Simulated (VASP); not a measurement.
Input:

```yaml
crystal:
  lattice:
    - [0.00000, 2.11143, 2.11143]
    - [2.11143, 0.00000, 2.11143]
    - [2.11143, 2.11143, 0.00000]
  atoms:
    - { symbol: Mg, position: [0.00000, 0.00000, 0.00000] }
    - { symbol: O, position: [0.50000, 0.50000, 0.50000] }
```

All values below come from optB86b-vdW, VASP's PBE PAW potentials (set 64) (plane waves; VASP). Run with 520 eV cut-off, 11×11×11 Γ-centred mesh, Gaussian smearing of 0.050 eV, potentials Mg O.

**Question.** Give the energy at these volumes per atom, relative to the lowest: 8.84, 9.12, 9.40, 9.68, 9.97 Å³.

**Answer.** 19.5, 4.8, 0.0, 3.7, 14.6 meV/atom. A third-order Birch-Murnaghan fit gives B0 = 159 GPa and B0′ = 4.1.

Measured: bulk modulus 170 GPa at 0 K (computed value off by -6.2 %), as given by Daniel Mejia-Rodriguez et al., Physical Review B (2018), arXiv:1807.09216 [0 K value with the zero-point phonon effect removed]; a 4.189 Å at 0 K (computed value off by +0.8 %), as given by Daniel Mejia-Rodriguez et al., Physical Review B (2018), arXiv:1807.09216 [static lattice: zero-point anharmonic expansion removed].

The compound is MgO in the rock salt structure. It was relaxed first.
